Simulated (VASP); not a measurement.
An input for Ansatz (written as the equivalent of a VASP run, and not itself run):

Ansatz 0.2 input:
```yaml
crystal:
  lattice:
    - [4.1866557, 2.0890034, 2.0890034]
    - [2.0890034, 4.1866557, 2.0890034]
    - [2.0890034, 2.0890034, 4.1866557]
  atoms:
    - { symbol: Ni, position: [0.0000000, 0.0000000, 0.0000000], spin: 1.4 }
    - { symbol: Ni, position: [0.5000000, 0.5000000, 0.5000000], spin: -1.4 }
    - { symbol: O, position: [0.2500000, 0.2500000, 0.2500000] }
    - { symbol: O, position: [0.7500000, 0.7500000, 0.7500000] }
kpoints:
  mp_grid: { grid: [8, 8, 8] }
hamiltonian:
  xc: pbe
  pseudopotentials: { kind: paw }
magnetization: { spin_polarized: true }
scf:
  occupations: { method: gaussian, width: 0.05 }
  max_iter: 100
output: { forces: true, stress: true, eigenvalues: true }
```

Q: Translate this input to VASP (INCAR, KPOINTS, POSCAR, choice of POTCAR).

A: This is not unique; one that fits is 
INCAR:
```
SYSTEM  =  NiO
PREC  =  Accurate
LCHARG  =  .TRUE.
ISPIN  =  2   ! spin-polarised
ISMEAR  =  0   ! Gaussian
LREAL  =  .FALSE.
LASPH  =  .TRUE.   ! aspherical one-centre terms
LWAVE  =  .FALSE.
LORBIT  =  10
MAGMOM  =  1.4 -1.4 2*0.0
EDIFF  =  1E-6   ! SCF stop (eV)
ALGO  =  Normal   ! blocked Davidson
GGA  =  PE   ! PBE
NELM  =  100   ! most electronic steps
ENCUT  =  520   ! plane-wave cut-off (eV)
LMAXMIX  =  4   ! l cut-off of mixed one-centre charges
SIGMA  =  0.05   ! width (eV)
```

**KPOINTS**
```
Automatic mesh
0
gamma
 8 8 8
```

**POSCAR**
```
NiO
5.1240570
  0.8170587679   0.4076854365   0.4076854365
  0.4076854365   0.8170587679   0.4076854365
  0.4076854365   0.4076854365   0.8170587679
Ni O
2 2
Cartesian
  0.0000000000   0.0000000000   0.0000000000
  0.8162148205   0.8162148205   0.8162148205
  0.4081074102   0.4081074102   0.4081074102
  1.2243222307   1.2243222307   1.2243222307
```

POTCAR, in this order: Ni O (PBE.64 set). Program: vasp_std.

The two are equivalent in intent, not identical: each code has its own PAW files, so the cut-off isn't converted (ENCUT is set for VASP's; basis.ecutwfc is left out, and Ansatz then takes the one that its files recommend); Ansatz stops its SCF on the density residual and VASP on the energy change (EDIFF).

The compound is NiO in the rock salt, AFM-II order structure. It was relaxed first.
